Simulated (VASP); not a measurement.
VASP input:

File KPOINTS:
```
Automatic mesh
0
Gamma
16 16 16
0 0 0
```

**INCAR**
```
SYSTEM = W
PREC = Accurate
ENCUT = 500
EDIFF = 1E-6
NELM = 100
ALGO = Normal
LREAL = .FALSE.
LASPH = .TRUE.
ISMEAR = 1
SIGMA = 0.1
GGA = PS
LMAXMIX = 6
LWAVE = .FALSE.
LCHARG = .FALSE.
IBRION = 2
ISIF = 3
NSW = 40
EDIFFG = -0.02
PSTRESS = 50
```

File POSCAR:
```
W
1
   -1.5699638648     1.5699638648     1.5699638648
    1.5699638648    -1.5699638648     1.5699638648
    1.5699638648     1.5699638648    -1.5699638648
W
1
Direct
  0.0000000000   0.0000000000   0.0000000000
```

POTCAR, in this order: W_sv (PBE.64 set). Program: vasp_std.

Task: Write an equivalent input for Quantum ESPRESSO's pw.x.

Result: One equivalent input (not run):
```
&CONTROL
  calculation = 'vc-relax'
  pseudo_dir = './pseudo'
  outdir = './out'
  tprnfor = .true.
  tstress = .true.
  nstep = 40
  forc_conv_thr = 0.00078
/
&SYSTEM
  ibrav = 0
  nat = 1
  ntyp = 1
  ecutwfc = 74
  occupations = 'smearing'
  smearing = 'methfessel-paxton'
  degauss = 0.00735
  input_dft = 'pbesol'
/
&ELECTRONS
  conv_thr = 7.3e-08
  electron_maxstep = 100
/
&IONS
/
&CELL
  press = 50
/
ATOMIC_SPECIES
  W 183.840 W.upf
CELL_PARAMETERS angstrom
    -1.5699639    1.5699639    1.5699639
     1.5699639   -1.5699639    1.5699639
     1.5699639    1.5699639   -1.5699639
ATOMIC_POSITIONS crystal
  W    0.0000000  0.0000000  0.0000000
K_POINTS automatic
  16 16 16 0 0 0
```
The two are equivalent in intent, not identical: the potentials are each code's own (VASP's PAW set, PseudoDojo norm-conserving files in pw.x), so ENCUT and ecutwfc are chosen apart and not converted; conv_thr bounds pw.x's estimated SCF error, while EDIFF bounds the energy change between steps; forc_conv_thr acts on force components and is met together with etot_conv_thr.

The compound is W in the bcc structure. It was relaxed first under an external pressure of 5 GPa.
